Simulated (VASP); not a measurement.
OSZICAR of a VASP run on Tl (hcp):

File OSZICAR:
```
       N       E                     dE             d eps       ncg     rms          rms(c)
DAV:   1     0.131481475130E+03    0.13148E+03   -0.14871E+04  4120   0.149E+03
DAV:   2    -0.175433795010E+01   -0.13324E+03   -0.13165E+03  4275   0.317E+02
DAV:   3    -0.369097667668E+01   -0.19366E+01   -0.19277E+01  4883   0.350E+01
DAV:   4    -0.369927493462E+01   -0.82983E-02   -0.82914E-02  4750   0.236E+00
DAV:   5    -0.369933794470E+01   -0.63010E-04   -0.63008E-04  4715   0.221E-01    0.123E+01
DAV:   6    -0.355395571591E+01    0.14538E+00   -0.20499E-01  4429   0.486E+00    0.770E+00
DAV:   7    -0.351921776307E+01    0.34738E-01   -0.13758E-01  4339   0.397E+00    0.858E-01
DAV:   8    -0.351486251703E+01    0.43552E-02   -0.23751E-02  4325   0.149E+00    0.104E-01
DAV:   9    -0.351487491603E+01   -0.12399E-04   -0.14357E-04  4903   0.113E-01    0.198E-02
DAV:  10    -0.351487653470E+01   -0.16187E-05   -0.13845E-05  4547   0.428E-02    0.699E-03
DAV:  11    -0.351487642304E+01    0.11166E-06   -0.37515E-06  3987   0.186E-02
   1 F= 0.71792097E+01 E0= 0.71794240E+01  d E =0.717921E+01
       N       E                     dE             d eps       ncg     rms          rms(c)
DAV:   1    -0.354416129296E+01   -0.29285E-01   -0.18191E+00  4303   0.108E+01    0.979E-01
DAV:   2    -0.351320806267E+01    0.30953E-01   -0.25140E-02  4269   0.159E+00    0.543E-01
DAV:   3    -0.349986608750E+01    0.13342E-01   -0.24703E-02  4360   0.156E+00    0.108E-01
DAV:   4    -0.349995747032E+01   -0.91383E-04   -0.14543E-03  4372   0.335E-01    0.278E-02
DAV:   5    -0.349994983970E+01    0.76306E-05   -0.37583E-05  4670   0.691E-02    0.876E-03
DAV:   6    -0.349994821956E+01    0.16201E-05   -0.49999E-06  4325   0.223E-02    0.179E-03
DAV:   7    -0.349994820671E+01    0.12852E-07   -0.11598E-07  2249   0.298E-03
   2 F= 0.71736839E+01 E0= 0.71738531E+01  d E =-.552584E-02
       N       E                     dE             d eps       ncg     rms          rms(c)
DAV:   1    -0.352780545922E+01   -0.27857E-01   -0.20241E+00  4336   0.114E+01    0.103E+00
DAV:   2    -0.349316233137E+01    0.34643E-01   -0.28739E-02  4219   0.169E+00    0.577E-01
DAV:   3    -0.347763213529E+01    0.15530E-01   -0.29534E-02  4374   0.168E+00    0.104E-01
DAV:   4    -0.347774088254E+01   -0.10875E-03   -0.16843E-03  4439   0.358E-01    0.304E-02
DAV:   5    -0.347773698374E+01    0.38988E-05   -0.32617E-05  4627   0.631E-02    0.884E-03
DAV:   6    -0.347773555562E+01    0.14281E-05   -0.46575E-06  4278   0.213E-02    0.156E-03
DAV:   7    -0.347773555004E+01    0.55843E-08   -0.97008E-08  2173   0.276E-03
   3 F= 0.71719831E+01 E0= 0.71720906E+01  d E =-.722656E-02
       N       E                     dE             d eps       ncg     rms          rms(c)
DAV:   1    -0.348872741029E+01   -0.10992E-01   -0.15473E-01  4354   0.316E+00    0.284E-01
DAV:   2    -0.348601924620E+01    0.27082E-02   -0.21935E-03  4212   0.478E-01    0.162E-01
DAV:   3    -0.348482359269E+01    0.11957E-02   -0.23004E-03  4372   0.474E-01    0.317E-02
DAV:   4    -0.348483050670E+01   -0.69140E-05   -0.13874E-04  4420   0.104E-01    0.840E-03
DAV:   5    -0.348483010842E+01    0.39828E-06   -0.32482E-06  4192   0.200E-02
   4 F= 0.71717406E+01 E0= 0.71716987E+01  d E =-.746911E-02
       N       E                     dE             d eps       ncg     rms          rms(c)
DAV:   1    -0.365850093236E+01   -0.17367E+00   -0.86791E-01  4144   0.960E+00    0.112E+00
DAV:   2    -0.361978259564E+01    0.38718E-01   -0.73832E-02  4235   0.280E+00    0.506E-01
DAV:   3    -0.361350094054E+01    0.62817E-02   -0.19150E-02  4239   0.147E+00    0.354E-01
DAV:   4    -0.361327473514E+01    0.22621E-03   -0.17327E-03  4543   0.313E-01    0.414E-02
DAV:   5    -0.361322984269E+01    0.44892E-04   -0.34164E-04  4367   0.198E-01    0.257E-02
DAV:   6    -0.361322591540E+01    0.39273E-05   -0.14020E-05  4333   0.331E-02    0.819E-03
DAV:   7    -0.361322517860E+01    0.73680E-06   -0.14737E-06  2201   0.126E-02
   5 F= 0.71741557E+01 E0= 0.71742671E+01  d E =0.241511E-02
       N       E                     dE             d eps       ncg     rms          rms(c)
DAV:   1    -0.354143219298E+01    0.71794E-01   -0.52219E-01  4143   0.739E+00    0.877E-01
DAV:   2    -0.351780556676E+01    0.23627E-01   -0.45905E-02  4242   0.224E+00    0.384E-01
DAV:   3    -0.351406932909E+01    0.37362E-02   -0.11677E-02  4244   0.116E+00    0.264E-01
DAV:   4    -0.351397293952E+01    0.96390E-04   -0.11542E-03  4531   0.257E-01    0.381E-02
DAV:   5    -0.351393777640E+01    0.35163E-04   -0.17855E-04  4351   0.140E-01    0.231E-02
DAV:   6    -0.351393846132E+01   -0.68492E-06   -0.44944E-06  4471   0.164E-02
   6 F= 0.71715457E+01 E0= 0.71715421E+01  d E =-.194928E-03
```

### Question
Which electronic solver shows in the log?

### Answer
It is blocked Davidson (ALGO = Normal, or the opening steps of other solvers). The INCAR had ALGO = Normal.

### Question
Can the final energy be trusted as converged?

### Answer
Self-consistency was reached. It stopped with EDIFF = 1E-6, NELM = 100, NSW = 40 and EDIFFG = -0.02 after 6 ionic steps (PBEsol GGA, plane waves, VASP's PBE PAW potentials (set 64)).

The compound is Tl in the hcp structure. This run relaxes it under an external pressure of 45 GPa. Symmetry was kept, so distortions that lower it aren't found.
